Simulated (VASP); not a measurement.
Crystal: CdGeAs2.

```xyz
8
Lattice="-2.9889 2.9889 5.6643 2.9889 -2.9889 5.6643 2.9889 2.9889 -5.6643" Properties=species:S:1:pos:R:3 pbc="T T T"
Cd    2.9889    0.0000    2.8321
Cd    0.0000    0.0000    5.6643
Ge    0.0000    0.0000    0.0000
Ge    0.0000    2.9889    2.8321
As    1.3224    4.4833    1.4161
As    1.4944    1.6665    4.2482
As    1.6665   -1.4944    7.0804
As    1.4944    1.3224   -1.4161
```

The cell is a database's computed one.

| Item | Value |
| --- | --- |
| Program | VASP 6.6.1 |
| Task | relaxation of cell and atoms |
| Functional | LDA |
| Potentials or basis | VASP PAW LDA potentials, release 64 (Cd, Ge_d, As) |
| Cutoff | 600 eV |
| k mesh | 8 × 8 × 8 |
| Occupations | gaussian, width 0.03 eV |
| Spin | no spin polarisation |

At the start: pressure -2.3 GPa; volume 25.30 Å³/atom.

Q: How do energy, volume and symmetry change on relaxing?

A: Over 9 steps the energy falls by 8.6 meV/atom and the volume is 24.35 Å³/atom (-3.8 %); space group I-42d (No. 122, to 0.05 Å).

Step by step:
```
step  energy change (eV)  largest force (eV/Å)  pressure (GPa)  volume (Å³)
   1              0.0000                0.2115           -2.28       202.41
   2             -0.0554                0.1680            0.97       192.03
   3             -0.0620                0.1811            0.10       194.47
   4             -0.0619                0.1802            0.17       194.32
   5             -0.0670                0.0911            0.12       194.38
   6             -0.0688                0.0043            0.08       194.45
   7             -0.0690                0.0011           -0.05       194.86
   8             -0.0690                0.0012           -0.06       194.86
   9             -0.0691                0.0030           -0.02       194.79
```

Final structure:
```yaml
crystal:
  lattice:
    - [-2.94439, 2.94439, 5.61716]
    - [2.94439, -2.94439, 5.61716]
    - [2.94439, 2.94439, -5.61716]
  atoms:
    - { symbol: Cd, position: [0.25000, 0.75000, 0.50000] }
    - { symbol: Cd, position: [0.50000, 0.50000, 0.00000] }
    - { symbol: Ge, position: [0.00000, 0.00000, 0.00000] }
    - { symbol: Ge, position: [0.75000, 0.25000, 0.50000] }
    - { symbol: As, position: [0.87500, 0.35060, 0.97560] }
    - { symbol: As, position: [0.64940, 0.62500, 0.52440] }
    - { symbol: As, position: [0.37500, 0.89940, 0.02440] }
    - { symbol: As, position: [0.10060, 0.12500, 0.47560] }
```
